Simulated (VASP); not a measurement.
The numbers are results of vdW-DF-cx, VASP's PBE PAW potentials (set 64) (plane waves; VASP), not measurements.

Input for VASP

File KPOINTS:
```
k-points along high-symmetry lines
12
Line-mode
Reciprocal
  0.000000   0.000000   0.000000 ! GAMMA
  0.500000   0.500000   0.500000 ! T

  0.500000   0.500000   0.500000 ! T
  0.812500   0.187500   0.500000 ! H_2

  0.500000  -0.187500   0.187500 ! H_0
  0.500000  -0.000000  -0.000000 ! L

  0.500000  -0.000000  -0.000000 ! L
  0.000000   0.000000   0.000000 ! GAMMA

  0.000000   0.000000   0.000000 ! GAMMA
  0.343750  -0.343750   0.000000 ! S_0

  0.656250  -0.000000   0.343750 ! S_2
  0.500000   0.000000   0.500000 ! F

  0.500000   0.000000   0.500000 ! F
  0.000000   0.000000   0.000000 ! GAMMA
```

INCAR:
```
SYSTEM = MnS
PREC = Accurate
ENCUT = 520
EDIFF = 1E-7
NELM = 100
ALGO = Normal
LREAL = .FALSE.
LASPH = .TRUE.
ISMEAR = 0
SIGMA = 0.05
GGA = CX
LUSE_VDW = .TRUE.
AGGAC = 0.0
LMAXMIX = 4
ISPIN = 2
MAGMOM = 4.1 -4.1 0.0 0.0
LORBIT = 11
LWAVE = .FALSE.
LCHARG = .FALSE.
ICHARG = 11
```

POSCAR:
```
MnS
5.0509560
  0.9999999715   0.4980163142   0.4980163142
  0.4980163142   0.9999999715   0.4980163142
  0.4980163142   0.4980163142   0.9999999715
Mn S
2 2
Cart
  0.0000000000   0.0000000000   0.0000000000
  0.9980163000   0.9980163000   0.9980163000
  0.4990081500   0.4990081500   0.4990081500
  1.4970244500   1.4970244500   1.4970244500
```

POTCAR, in this order: Mn_pv S (PBE.64 set). Program: vasp_std. Read from the step before: CHGCAR.

The run wrote:

OSZICAR:
```
       N       E                     dE             d eps       ncg     rms          rms(c)
DAV:   1     0.380540781062E+03    0.38054E+03   -0.22115E+04  8144   0.184E+03
DAV:   2     0.113208521160E+02   -0.36922E+03   -0.36424E+03  7945   0.489E+02
DAV:   3    -0.170472887989E+02   -0.28368E+02   -0.27624E+02 10446   0.126E+02
DAV:   4    -0.179463073534E+02   -0.89902E+00   -0.86068E+00  8219   0.214E+01
DAV:   5    -0.179730595090E+02   -0.26752E-01   -0.26748E-01  9785   0.377E+00
DAV:   6    -0.179736461319E+02   -0.58662E-03   -0.58661E-03  8853   0.600E-01
DAV:   7    -0.179736706675E+02   -0.24536E-04   -0.24535E-04 10788   0.126E-01
DAV:   8    -0.179736715534E+02   -0.88594E-06   -0.88592E-06  9300   0.184E-02
DAV:   9    -0.179736715945E+02   -0.41053E-07   -0.41047E-07  8017   0.367E-03
   1 F= -.17973672E+02 E0= -.17973672E+02  d E =-.489223E-10  mag=    -0.0000
```

### OUTCAR
```



 magnetization (x)

# of ion       s       p       d       tot
------------------------------------------
    1        0.017   0.011   3.988   4.015
    2       -0.017  -0.011  -3.988  -4.015
    3        0.000   0.000   0.000   0.000
    4        0.000   0.000   0.000   0.000
--------------------------------------------------
tot          0.000   0.000   0.000   0.000
```
(Selected blocks of OUTCAR.)

### OUTCAR
```
 val. band max:        7.3097019958   @ k =   0.5000   0.5000   0.5000

 cond. band min:       7.7282150561   @ k =   0.5000   0.0000   0.0000



 spin component 1

 k-point     1 :       0.0000    0.0000    0.0000
  band No.  band energies     occupation
      1     -42.7551      1.00000
      2     -42.7551      1.00000
      3     -42.7496      1.00000
      4     -38.5539      1.00000
      5     -38.5539      1.00000
      6     -38.5245      1.00000
      7      -7.4250      1.00000
      8      -5.8386      1.00000
      9       0.2832      1.00000
     10       2.8796      1.00000
     11       2.8796      1.00000
     12       4.5072      1.00000
     13       4.5072      1.00000
     14       4.7162      1.00000
     15       5.7185      1.00000
     16       5.7185      1.00000
     17       5.7784      1.00000
     18       5.8616      1.00000
     19       5.8616      1.00000
     20       8.2408      0.00000
     21       8.2409      0.00000
     22       8.3963      0.00000
     23      10.0660      0.00000

 k-point     2 :       0.0455    0.0455    0.0455
  band No.  band energies     occupation
      1     -42.7551      1.00000
      2     -42.7551      1.00000
      3     -42.7496      1.00000
      4     -38.5539      1.00000
      5     -38.5539      1.00000
      6     -38.5245      1.00000
      7      -7.4190      1.00000
      8      -5.8502      1.00000
      9       0.3055      1.00000
     10       2.8836      1.00000
     11       2.8836      1.00000
     12       4.5076      1.00000
     13       4.5076      1.00000
     14       4.7042      1.00000
     15       5.5954      1.00000
     16       5.5954      1.00000
     17       5.7456      1.00000
     18       5.9874      1.00000
     19       5.9874      1.00000
     20       8.2390      0.00000
     21       8.2390      0.00000
     22       8.3945      0.00000
     23      10.0530      0.00000

...
```

The density is held fixed in this step, so its total energy and stress have no physical meaning.

The compound is MnS in the rock salt, AFM-II order structure. It was relaxed first, which changed the volume by -9 %.
